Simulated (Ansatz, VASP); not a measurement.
# Te (Tellurium): VASP beside Ansatz, part 2 of 2

One calculation is typed for both programs; each brings its own data sets and cutoff. How far apart do they land? The cell is taken from a series of VASP runs on this material, whose earlier steps may have relaxed, scaled or displaced it; both programs get it as it stands.

VASP 6.6.1 and Ansatz 0.2.0.

So far. Step 2 (VASP: band structure, HSE06): The k-mesh is coarse for exact exchange; levels may shift by about 0.1 eV on a finer one.

## (3) Ansatz: band structure, HSE06

Level of this step: Ansatz beside VASP: Kohn-Sham DFT, plane waves, HSE06 (Ansatz).

Ansatz runs on its default PAW (the set named soft_2) files.

The same cell, functional, mesh and smearing now go to Ansatz, which takes its cutoff from its data sets.

input.yaml reads:

```yaml
crystal:
  lattice:
    - [4.454, 0.0, 0.0]
    - [-2.227, 3.8572771485, 0.0]
    - [0.0, 0.0, 5.924]
  atoms:
    - { symbol: Te, position: [0.731, 0.731, 0.0] }
    - { symbol: Te, position: [0.0, 0.269, 0.6666666667] }
    - { symbol: Te, position: [0.269, 0.0, 0.3333333333] }
hamiltonian:
  xc: { exchange: pbe, correlation: pbe, exx: { coeff: 0.25, omega: 0.2 } }
  pseudopotentials: { kind: paw }
kpoints:
  mp_grid: { grid: [4, 4, 3] }
  band_path:
    path:
      - [0.0, 0.0, 0.0]
      - [0.44444, 0.0, 0.0]
      - [0.38889, 0.22222, 0.0]
      - [0.18519, 0.18519, 0.0]
      - [0.0, 0.0, 0.11111]
      - [0.0, 0.0, 0.5]
      - [0.44444, 0.0, 0.5]
      - [0.38889, 0.22222, 0.5]
      - [0.35185, 0.2963, 0.5]
      - [0.33333, 0.33333, 0.5]
      - [0.18519, 0.18519, 0.5]
      - [0.5, 0.0, 0.38889]
      - [0.33333, 0.33333, 0.0]
      - [0.33333, 0.33333, 0.5]
    npoints: 1
scf:
  occupations: { method: gaussian, width: 0.03 }
  n_extra_bands: 7
output:
  forces: true
  stress: true
  eigenvalues: true
```

On the command line:

```console
$ ansatz run input.yaml --threads 4 --pin off --max-ram 9216MiB --backend cpu --events-out ev --progress --plain --runs-dir out
```

Numbers of over 12 decimals in the logs are rounded to 6 here.

The program printed:

```text
Warning: output.stress: scf.convergence.dr2_threshold = 1e-7 eV (the SCF's general default) is looser than the 3e-10 eV advised for a printed stress (1e-10 eV for each atom of the cell: 3). What an SCF threshold leaves in a stress goes as its square root, and in the free energy as the threshold itself, and one threshold admits the most on a small cell: [figures from the program's tests cut] Set scf.convergence.dr2_threshold to 3e-10 eV or tighter. The threshold is an SCF's pass mark: one that does not reach it within its budget of iterations ends unconverged, or closes short of it on a stop that the run arms, and scf.convergence.dr2_threshold's page says what that costs each kind of run
Warning: output.stress: scf.exx.energy_threshold = 1e-6 eV is looser than the 3e-8 eV advised for a stress under a hybrid functional (1e-8 eV for each atom of the cell: 3). Every SCF of the exchange loop can meet its threshold on dr2 while the loop round them stops early: no threshold on dr2 bounds what that leaves in the stress. Set scf.exx.energy_threshold to 3e-8 eV or tighter. The threshold is the loop's pass mark: a loop that does not reach it within its budget of cycles ends unconverged, and scf.exx.energy_threshold's page has the law
scf.n_extra_bands = 7 over 24 filled bands (N_el = 48.0): the run solves 31 bands
Engine: ansatz 0.2.0, x86_64-unknown-linux-gnu
Pseudopotentials: kind: paw
Pseudopotential: Te, paw, valence charge 16, recommended cutoff 420 eV (normal), Te.paw.azcp
Functional definition: unnamed
  parameter a_1 = 0.25
  parameter omega_1 = 0.2/angstrom
  exchange = pbe_x + (-a_1)*pbe_x_sr(omega_1) + a_1*exact_x_sr(omega_1)
  correlation = pbe_c
Crystal: 3 atoms, lattice volume = 101.776 Å³
Basis set: ecut = 420 eV, 1993 PW (Γ), exchange–correlation on 60×60×80 points (8 copies of the dense FFT grid, shifted against one another)
Bands: 31, of which v1, the nominal top of the filled ones, is band 24 counted from 1 (23 counted from 0)
Symmetry: 6 space group operations
Space group: P3121 (ITA 152), of the structure as read, at distance tolerance 4.7e-5 Å
k-points: 9 of 48 (time reversal used)
Non-local potential: Te, projectors of the file, l = 0: 2, l = 1: 2, l = 2: 2, l = 3: 2
PAW form: soft (Blöchl's): semilocal exchange-correlation on the pseudo side does not see the compensation charge
PAW frozen core: Te, regenerated for the run's functional, and the local potential with it (the file was generated under x = pbe(κ = 0.804, μ = 0.219515), c = pbe(β = 0.066725))
PAW one-centre angular grid: Te, 590 points (default); XC on 64 Gauss nodes
Initial density: superposition of atomic densities (neutral atoms: chi_scale 0, normalization atom), corrected by the library's trained network
Initial wavefunctions: pseudopotential atomic-orbital guess
Functional: x = pbe(κ = 0.804, μ = 0.219515), c = pbe(β = 0.066725), warm-up for x = pbe(κ = 0.804, μ = 0.219515) + 0.25 (exact − pbe) at short range (hse, ω = 0.2 Å⁻¹), c = pbe(β = 0.066725)
SCF iter   1: F=—  HF=-20939.827868 eV  |F-HF|=—  |Δ(HF+E_count)|=         —  Δρ=1.46e-3  dr2=1.45e-3  ethr=1.77e-3  ⟨swp⟩=12.6  Hψ=1263  notcnv=0
preconditioner: auto → none  [insulator: Δε(μ)=0.798 eV  Ē_g=9.860 eV  σ=0.030 eV  W_gap=1.00  n_scr=22 (ndim 8)  ℏωp=15.6 eV  f_vac=0.027  D(μ)=0.00/eV (n_scr^D=0)]
SCF iter   2: F=—  HF=-20939.829391 eV  |F-HF|=—  |Δ(HF+E_count)|=   1.52e-3  Δρ=6.95e-4  dr2=2.65e-4  ethr=3.03e-6  ⟨swp⟩=5.1  Hψ=864  notcnv=0  defer=18
SCF iter   3: F=-20939.829795 eV  HF=-20939.829743 eV  |F-HF|=5.20e-5  |Δ(HF+E_count)|=   3.52e-4  Δρ=2.66e-4  dr2=4.36e-5  ethr=5.52e-7  ⟨swp⟩=3.6  Hψ=616  notcnv=0  defer=8
SCF 1 stopped early in 3 iterations: F = -20939.829795 eV  dr2 = 4.36e-5
  greatest PAW one-centre occupation: 0.998 electrons in one spin orbital (limit 2), on the Te atom at site 2 (counted from 0), in its partial waves of l = 2
Initial density: handed on by an earlier stage of this run
Initial wavefunctions: those handed on with the density
Functional: x = pbe(κ = 0.804, μ = 0.219515) + 0.25 (exact − pbe) at short range (hse, ω = 0.2 Å⁻¹), c = pbe(β = 0.066725)
Exchange kernel: α = 0.2500, screened, ω = 0.2000 Å⁻¹, Wigner–Seitz truncation, v(0) = 1121.4129 eV·Å³, q-mesh 4×4×3, nearest image of the exchange supercell L = 17.77 Å, pair-density grid 20×20×27, without the augmentation charges, whose exchange is taken in its separable form by FFT convolution over the k-point mesh (sized by the pseudopotential files, 27×27×40 at the most), smooth part of the exact exchange by density-matrix convolution
Frozen-core exchange: fock
SCF iter   1: F=—  HF=-20952.903981 eV  |F-HF|=—  |Δ(HF+E_count)|=         —  Δρ=4.06e-3  dr2=1.19e-2  ethr=9.08e-7  ⟨swp⟩=9.0  Hψ=1351  notcnv=0
preconditioner: auto → none  [insulator: Δε(μ)=1.236 eV  Ē_g=11.029 eV  σ=0.030 eV  W_gap=1.00  n_scr=22 (ndim 8)  ℏωp=15.6 eV  f_vac=0.026  D(μ)=0.00/eV (n_scr^D=0)]
SCF iter   2: F=—  HF=-20952.900430 eV  |F-HF|=—  |Δ(HF+E_count)|=   3.55e-3  Δρ=1.75e-3  dr2=3.40e-3  ethr=9.08e-7  ⟨swp⟩=4.0  Hψ=985  notcnv=0
SCF iter   3: F=—  HF=-20952.910980 eV  |F-HF|=—  |Δ(HF+E_count)|=   1.06e-2  Δρ=1.01e-3  dr2=8.71e-4  ethr=9.08e-7  ⟨swp⟩=4.1  Hψ=876  notcnv=0
iter 4 solved again at ethr=1.88e-8 eV; its pass at ethr=9.08e-7 eV (dr2=9.02e-6 eV) is discarded
SCF iter   4: F=—  HF=-20952.910751 eV  |F-HF|=—  |Δ(HF+E_count)|=   2.29e-4  Δρ=1.09e-4  dr2=6.79e-5  ethr=1.88e-8  ⟨swp⟩=4.1  Hψ=1288  notcnv=0
eigensolver tolerance schedule: the retry pair's looser diagonalisation over-reported the residual by 0.17 of it (diagonalisation noise at 0.18 of the residual, at the tolerance the schedule requests for it); recorded, not acted on — ethr = c·dr2/N_el stays at c = 1.0e-1
SCF iter   5: F=—  HF=-20952.911069 eV  |F-HF|=—  |Δ(HF+E_count)|=   3.18e-4  Δρ=1.22e-4  dr2=1.44e-5  ethr=1.60e-8  ⟨swp⟩=4.1  Hψ=792  notcnv=0  defer=1
SCF iter   6: F=-20952.911066 eV  HF=-20952.911066 eV  |F-HF|=2.21e-8  |Δ(HF+E_count)|=   2.78e-6  Δρ=7.16e-6  dr2=2.49e-6  ethr=1.60e-8  ⟨swp⟩=3.0  Hψ=535  notcnv=0
SCF 2 stopped early in 6 iterations: F = -20952.911066 eV  dr2 = 2.49e-6
  Residual-converged pass: ⟨swp⟩=4.0  Hψ=811  notcnv=0  max |occ|·‖R‖ = 5.8e-6 eV (tolerance 6.7e-6 eV)  dr2=2.49e-6  dr2_onsite=4.50e-9  max |Δocc| = 6.7e-206
  greatest PAW one-centre occupation: 0.998 electrons in one spin orbital (limit 2), on the Te atom at site 0 (counted from 0), in its partial waves of l = 2
hybrid outer 1: dexx = +1.333e-2 eV, tail = 1.67e-4 eV
Exchange kernel: α = 0.2500, screened, ω = 0.2000 Å⁻¹, Wigner–Seitz truncation, v(0) = 1121.4129 eV·Å³, q-mesh 4×4×3, nearest image of the exchange supercell L = 17.77 Å, pair-density grid 20×20×27, without the augmentation charges, whose exchange is taken in its separable form by FFT convolution over the k-point mesh (sized by the pseudopotential files, 27×27×40 at the most), smooth part of the exact exchange by density-matrix convolution
Frozen-core exchange: fock
SCF iter   1: F=—  HF=-20952.911151 eV  |F-HF|=—  |Δ(HF+E_count)|=         —  Δρ=4.07e-5  dr2=1.78e-6  ethr=1.74e-6  ⟨swp⟩=4.7  Hψ=596  notcnv=0
preconditioner: auto → none  [insulator: Δε(μ)=1.290 eV  Ē_g=11.049 eV  σ=0.030 eV  W_gap=1.00  n_scr=22 (ndim 8)  ℏωp=15.6 eV  f_vac=0.025  D(μ)=0.00/eV (n_scr^D=0)]
SCF iter   2: F=—  HF=-20952.911152 eV  |F-HF|=—  |Δ(HF+E_count)|=   1.69e-6  Δρ=1.87e-5  dr2=3.60e-7  ethr=3.20e-9  ⟨swp⟩=4.2  Hψ=855  notcnv=0  defer=1
SCF iter   3: F=—  HF=-20952.911152 eV  |F-HF|=—  |Δ(HF+E_count)|=   6.46e-8  Δρ=7.70e-6  dr2=2.90e-8  ethr=4.99e-10  ⟨swp⟩=3.3  Hψ=561  notcnv=0  defer=2
SCF iter   4: F=—  HF=-20952.911152 eV  |F-HF|=—  |Δ(HF+E_count)|=   9.63e-8  Δρ=1.91e-6  dr2=2.89e-9  ethr=4.42e-11  ⟨swp⟩=4.7  Hψ=847  notcnv=0  defer=5
SCF iter   5: F=-20952.911152 eV  HF=-20952.911152 eV  |F-HF|=6.91e-11  |Δ(HF+E_count)|=  9.60e-10  Δρ=3.03e-7  dr2=3.63e-10  ethr=5.39e-12  ⟨swp⟩=3.3  Hψ=730  notcnv=0  defer=2
SCF 3 converged in 5 iterations: F = -20952.911152 eV  dr2 = 3.63e-10
  Residual-converged pass: ⟨swp⟩=3.2  Hψ=580  notcnv=0  max |occ|·‖R‖ = 5.4e-7 eV (tolerance 5.4e-7 eV)  dr2=3.68e-10  dr2_onsite=1.43e-11  max |Δocc| = 5.1e-209
  greatest PAW one-centre occupation: 0.998 electrons in one spin orbital (limit 2), on the Te atom at site 1 (counted from 0), in its partial waves of l = 2
hybrid outer 2: dexx = +1.705e-6 eV, tail = 2.65e-8 eV, Δε = 2.22e-3 eV (about 6.64e-5 eV left of the loop's levels), ΔF = 2.20e-3 eV/Å (tail 7.60e-4)
NSCF: frozen V_eff on 14 k-points
hybrid SCF converged: 2 outer / 11 inner (+3 warm-up), last move |dexx| = 1.71e-6 eV, tail = 2.65e-8 eV
Stability not checked: this state was not tested for a lower state beside it, because the functional holds exact exchange (a hybrid, or Hartree-Fock), whose exchange loop this test does not read (fock_operator; see scf.lower_state_search)
Free energy (F): -20952.911153 eV
Frozen-core exchange: fock
Harris-Foulkes:  -20952.911153 eV  (|F-HF|=6.91e-11)
Internal energy: -20952.911153 eV  (E = F + TS)
E sigma→0 (E₀):  -20952.911153 eV
Fermi energy:    8.792069 eV
--- Per-component energies (eV) ---
  E_band       = -900.489768
  E_kinetic    = 538.720659
  E_local      = -3815.027711  (includes V_loc(G=0)·N_el)
  E_nonlocal   = -935.676710
  E_hartree    = 2431.513247
  E_xc         = -299.645462
  E_vxc        = -250.503846  (∫ρ·V_xc dr)
  E_exx        = -135.720982  (= α·E_x^exact, valence–valence)
  E_paw        = -13936.238312  (= ΣΔE_a)
  E_vpaw       = -1029.586065  (= ΣTr[D̂ρ^β])
  E_aug_tail   = -0.000565  (compensation charges beyond the density's cutoff)
  E_ewald      = -4800.294125
  E_core_change = -0.541192  (= ΣΔE_core)
  E_smearing   = -0.000000  (= −TS)
  E_closure    = 0.000000  (closes the sum)
  Σ components = -20952.911153   (vs F -20952.911153, Δ=-3.64e-12)
--- Forces (eV/Å), atoms counted from 1 ---
  atom   1  Te     0.15409564     0.26690148     0.00000000
  atom   2  Te     0.15409564    -0.26690148    -0.00000000
  atom   3  Te    -0.30819129     0.00000000     0.00000000
  max |Σ_I F_I| component: 5.55e-17 eV/Å
--- Stress (GPa, compression-positive) ---
        0.153923       0.000000       0.000000
        0.000000       0.153923       0.000000
        0.000000       0.000000      -0.862738
  P = ⅓ Tr σ = -0.1850 GPa (-1.850 kbar)
--- Band table (eV; the first three rows and the last of 9) ---
  k-point 0: bands = [... 20 lower, 5.5061, 6.5547, 6.5547, 7.4263, 9.9601, 9.9601, 10.6192, 14.0705, ... 3 higher]
  k-point 1: bands = [... 20 lower, 5.6576, 6.7918, 7.0102, 7.3755, 9.4366, 9.4699, 9.7844, 13.2567, ... 3 higher]
  k-point 2: bands = [... 20 lower, 4.6793, 6.7847, 7.3520, 7.5020, 9.7775, 10.0130, 10.8684, 12.8223, ... 3 higher]
  k-point 8: bands = [... 20 lower, 3.9430, 5.8433, 7.3887, 8.1463, 9.6492, 10.5344, 11.7002, 13.9062, ... 3 higher]
```

Run time: 72 s. Hardware: 4 threads of Intel Xeon Platinum 8375C at 2.90GHz (Ice Lake), shared host; peak memory 1.1 GiB; 4.2 min of CPU time.

## (4) Comparison

Known differences besides the potentials themselves: exact exchange at q = 0 is treated differently, which shows on coarse meshes; VASP keeps PBE cores, Ansatz makes them for the functional; the data sets hold 48 valence electrons in Ansatz (default PAW (the set named soft_2) files) and 18 in VASP; the cutoff is 420 eV in Ansatz and 350 eV in VASP; VASP takes a coarser grid for exact exchange (PRECFOCK = Fast). Total energies have different zeros and are not compared.

Both answers:

| quantity | Ansatz | VASP | difference |
| --- | --- | --- | --- |
| gap over the path points (eV) | 0.624 | 0.580 | +0.044 |

Forces (eV/Å; atoms numbered as in POSCAR):

| atom | Ansatz x, y, z | VASP x, y, z |
| --- | --- | --- |
| Te1 | 0.154, 0.267, 0.000 | 0.166, 0.287, 0.000 |
| Te2 | 0.154, -0.267, 0.000 | 0.166, -0.287, 0.000 |
| Te3 | -0.308, 0.000, 0.000 | -0.331, 0.000, 0.000 |

Levels at points of the path, from each program's valence-band top (eV; 4 filled, then empty):

| k (reciprocal lattice) | Ansatz | VASP |
| --- | --- | --- |
| 0.000 0.000 0.000 | -2.96 -1.91 -1.91 -1.04 1.50 1.50 2.16 | -2.96 -1.91 -1.91 -1.01 1.50 1.50 2.19 |
| 0.444 0.000 0.000 | -4.13 -3.64 -1.13 -0.95 1.30 1.39 3.50 | -4.11 -3.63 -1.12 -0.94 1.29 1.40 3.52 |
| 0.389 0.222 0.000 | -3.68 -3.65 -2.56 -2.55 2.77 3.14 4.05 | -3.67 -3.64 -2.55 -2.54 2.79 3.16 4.09 |
| 0.185 0.185 0.000 | -3.37 -2.24 -1.76 -1.68 2.21 2.29 2.58 | -3.37 -2.24 -1.75 -1.68 2.22 2.28 2.61 |
| 0.000 0.000 0.111 | -2.80 -1.88 -1.83 -1.04 1.40 1.41 2.02 | -2.79 -1.87 -1.84 -1.02 1.40 1.42 2.05 |
| 0.000 0.000 0.500 | -2.95 -1.59 -1.21 -1.21 0.87 0.95 0.95 | -2.94 -1.57 -1.20 -1.20 0.90 0.94 0.94 |
| 0.444 0.000 0.500 | -3.92 -2.70 -2.37 -0.40 1.37 2.47 3.11 | -3.92 -2.70 -2.35 -0.40 1.37 2.50 3.14 |
| 0.389 0.222 0.500 | -5.19 -1.34 -0.84 -0.05 1.03 1.89 2.24 | -5.18 -1.33 -0.84 -0.06 1.01 1.91 2.27 |
| 0.352 0.296 0.500 | -5.54 -1.14 -0.19 0.00 0.72 1.80 1.90 | -5.52 -1.12 -0.19 0.00 0.68 1.83 1.93 |
| 0.333 0.333 0.500 | -5.60 -1.11 -0.02 -0.02 0.62 1.82 1.82 | -5.58 -1.10 -0.02 -0.02 0.58 1.85 1.85 |

The forces differ by 13 meV/Å r.m.s., which is 7.0 % of the r.m.s. force of 0.19 eV/Å (both taken over all components). Among the levels compared at these points, filled levels agree within 23 meV and empty ones within 44 meV.

## (5) What the set-up changes

Further runs change the set-up of one program: Ansatz's method, potentials or start, or VASP's data sets, cutoff or form of LDA. The table gives Ansatz less VASP for each quantity, since a change that brings one quantity closer may part another.

| run | r.m.s. force difference (meV/Å) | gap over the path points (eV) |
| --- | --- | --- |
| as above | 13 | 0.044 |
| cores kept as stored | 13 | 0.044 |
| Ansatz's larger PAW set (cutoff 430 eV) | 13 | 0.047 |

## (6) Results

| Property | Result |
| --- | --- |
| r.m.s. force difference (band structure, HSE06) | 13 meV/Å |
| difference in gap over the path points (band structure, HSE06) | 0.044 eV |

The r.m.s. force difference is 13 meV/Å (band structure, HSE06), beyond the 12 meV/Å picked in this series as the mark of a large difference. For band structure, HSE06, no further run moves any of the tabulated differences by more than a quarter of its size. 1 further run of this series is not shown here. Such differences can come from data sets, numerical settings and the points named under the comparisons, not from the functional's error against experiment.

[Lines on the potential files, build, host, timing and source positions are cut from VASP's logs without a mark.]

[Logs are printed without paths, hosts, clocks, repeated set-up lines and the standing remarks that a program may print on its own settings, such as how far it seeks lower states.]

[Hosts, paths, dates, database ids (printed as entryN), source tags and the programs' standing remarks are cut or masked in the printed files.]
